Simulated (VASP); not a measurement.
Input:

```yaml
crystal:
  lattice:
    - [3.51007, 0.00000, 0.00000]
    - [0.00000, 3.51007, 0.00000]
    - [0.00000, 0.00000, 3.51007]
  atoms:
    - { symbol: Fe, position: [0.00000, 0.00000, 0.00000], spin: 3.2 }
    - { symbol: Ni, position: [0.00000, 0.50000, 0.50000], spin: 0.7 }
    - { symbol: Ni, position: [0.50000, 0.00000, 0.50000], spin: 0.7 }
    - { symbol: Ni, position: [0.50000, 0.50000, 0.00000], spin: 0.7 }
```

Computed with r2SCAN meta-GGA, VASP's PBE PAW potentials (set 64) (plane waves; VASP 6.6.1). Settings: 400 eV cut-off, 10×10×10 Γ-centred mesh, tetrahedra with Blöchl corrections, potentials Fe Ni.

Task: Give the spin-up energies of bands 11 to 24 at the high-symmetry points, in eV from the Fermi level.

Result: 
```tsv
band	Γ	X	M	R
11	-2.42	-3.60	-3.53	-3.17
12	-2.42	-2.65	-3.49	-3.17
13	-1.37	-2.65	-3.49	-1.51
14	-1.37	-2.54	-2.46	-1.51
15	-1.37	-2.23	-2.46	-1.46
16	-1.37	-2.23	-2.44	-1.46
17	-1.37	-2.14	-2.31	-1.46
18	-1.29	-2.08	-2.31	-1.33
19	-1.19	-2.04	-2.11	-1.33
20	-1.19	-1.51	-1.95	-1.33
21	-1.19	-1.38	0.33	-0.74
22	2.24	-1.19	0.38	-0.74
23	2.24	7.70	0.42	-0.74
24	2.24	7.70	0.42	-0.57
```

Task: Give the spin-down energies of bands 11 to 24 at the high-symmetry points, in eV from the Fermi level.

Result: 
```csv
band,Γ,X,M,R
11,-0.83,-1.68,-2.43,-1.52
12,-0.83,-1.55,-1.79,-1.52
13,-0.03,-1.06,-1.51,-1.01
14,0.46,-1.00,-1.51,-1.01
15,0.46,-1.00,-1.32,-1.01
16,0.46,-0.60,-0.97,-0.87
17,1.28,-0.02,-0.57,0.16
18,1.28,-0.02,0.32,0.16
19,1.43,0.46,0.32,0.16
20,1.43,0.89,0.82,0.92
21,1.43,0.89,1.48,0.92
22,1.98,1.39,1.48,0.92
23,1.98,8.10,2.60,1.51
24,1.98,8.10,2.64,1.51
```

It has no gap at this level: it comes out as a metal or semimetal.

The compound is Ni3Fe in the L1_2 structure. It was relaxed first.
